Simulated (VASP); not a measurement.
Output of a VASP run:

OSZICAR:
```
       N       E                     dE             d eps       ncg     rms          rms(c)
DAV:   1     0.190991656362E+02    0.19099E+02   -0.38392E+03  2296   0.790E+02
DAV:   2    -0.101022976041E+01   -0.20109E+02   -0.20099E+02  2401   0.135E+02
DAV:   3    -0.139561277719E+01   -0.38538E+00   -0.38537E+00  2877   0.267E+01
DAV:   4    -0.139883871426E+01   -0.32259E-02   -0.32259E-02  2828   0.217E+00
DAV:   5    -0.139888060306E+01   -0.41889E-04   -0.41889E-04  2912   0.218E-01    0.238E-01
DAV:   6    -0.139716297637E+01    0.17176E-02   -0.31871E-03  2639   0.111E+00    0.144E-01
DAV:   7    -0.139667246902E+01    0.49051E-03   -0.28418E-03  2345   0.930E-01    0.456E-02
DAV:   8    -0.139661912786E+01    0.53341E-04   -0.20350E-04  2534   0.345E-01    0.193E-03
DAV:   9    -0.139661937633E+01   -0.24847E-06   -0.89237E-07  2730   0.137E-02    0.108E-03
DAV:  10    -0.139661942681E+01   -0.50480E-07   -0.43945E-08  2212   0.210E-03
   1 F= -.13966194E+01 E0= -.13963986E+01  d E =-.662379E-03
```

**OUTCAR**
```
------------------------ aborting loop because EDIFF is reached ----------------------------------------
  FORCE on cell =-STRESS in cart. coord.  units (eV):
  Direction    XX          YY          ZZ          XY          YZ          ZX
  --------------------------------------------------------------------------------------
  Total        0.0088160      0.0088160     -0.0165039      0.0000000     -0.0000000      0.0000000
  in kB        0.3913678      0.3913678     -0.7326590      0.0000000     -0.0000000      0.0000000
  external PRESSURE =       0.0166922 kB  Pullay stress =       0.0000000 kB
  volume of cell :       36.09
      direct lattice vectors                 reciprocal lattice vectors
    -2.088746212  2.088746212  2.068065557     0.000000000  0.239378052  0.241771833
     2.088746212 -2.088746212  2.068065557     0.239378052  0.000000000  0.241771833
     2.088746212  2.088746212 -2.068065557     0.239378052  0.239378052  0.000000000
 POSITION                                       TOTAL-FORCE (eV/Angst)
 -----------------------------------------------------------------------------------
      0.00000      0.00000      0.00000        -0.000000     -0.000000      0.000000
 -----------------------------------------------------------------------------------
    total drift:                                0.000000     -0.000000      0.000000
  FREE ENERGIE OF THE ION-ELECTRON SYSTEM (eV)
  ---------------------------------------------------
  free  energy   TOTEN  =        -1.3966194268 eV

  energy  without entropy=       -1.3959570476  energy(sigma->0) =       -1.39639863
```
(Selected blocks of OUTCAR.)

POSCAR:
```
Na
1
   -2.0887462124     2.0887462124     2.0680655568
    2.0887462124    -2.0887462124     2.0680655568
    2.0887462124     2.0887462124    -2.0680655568
Na
1
Direct
  0.0000000000   0.0000000000   0.0000000000
```

### Question
Write an INCAR and KPOINTS that could have produced this output.

### Answer
One answer among several that fit: the input of the run itself, PBEsol GGA, plane waves, VASP's PBE PAW potentials (set 64).

**INCAR**
```
# general
SYSTEM=Na
PREC  =Accurate
ENCUT =480   # plane-wave cut-off (eV)
LREAL =F
LASPH =T   # aspherical one-centre terms

# electronic loop
EDIFF =1E-7   # SCF stop (eV)
NELM  =100
ALGO  =Normal

# smearing
ISMEAR=1
SIGMA =0.1   # width (eV)

# functional
GGA   =PS   # PBEsol

# ions
ISIF  =2

# output
LWAVE =F
LCHARG=F
```

KPOINTS:
```
kpoints
0
G
 12 12 12
0 0 0
```

POTCAR, in this order: Na_pv (PBE.64 set). Program: vasp_std.

The compound is Na in the bcc structure. This cell was strained or had an atom moved on purpose.
